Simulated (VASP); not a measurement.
```xyz
4
Lattice="2.9930 0.0000 0.0000 -1.4965 2.5920 0.0000 0.0000 0.0000 5.0718" Properties=species:S:1:pos:R:3 pbc="T T T"
Rh     0.0000     0.0000     0.0000
Rh     0.0000     0.0000     2.5359
N      0.0000     1.7280     1.2679
N      1.4965     0.8640     3.8038
```

Method: PBEsol GGA, VASP's PBE PAW potentials (set 64) (plane waves; VASP 6.6.1). Settings: 520 eV cut-off, 13×13×7 Γ-centred mesh, tetrahedra with Blöchl corrections, potentials Rh_pv N.

The job: RhN (relaxed from the NiAs type structure, space group P6_3/mmc), 4 atoms, PBEsol, static run, 520 eV, 13×13×7 Γ-centred mesh. Roughly how much core time does it take on a busy server core?

About 2 core-minutes (one run on a shared machine, a rough figure). It had 84 irreducible k-points, 24 bands, up to 1087 plane waves and 16 electronic steps.

The structure was generated: RhN was put into the NiAs type type (P6_3/mmc), which need not be its known phase. It was relaxed first, which changed the volume by -16 %.
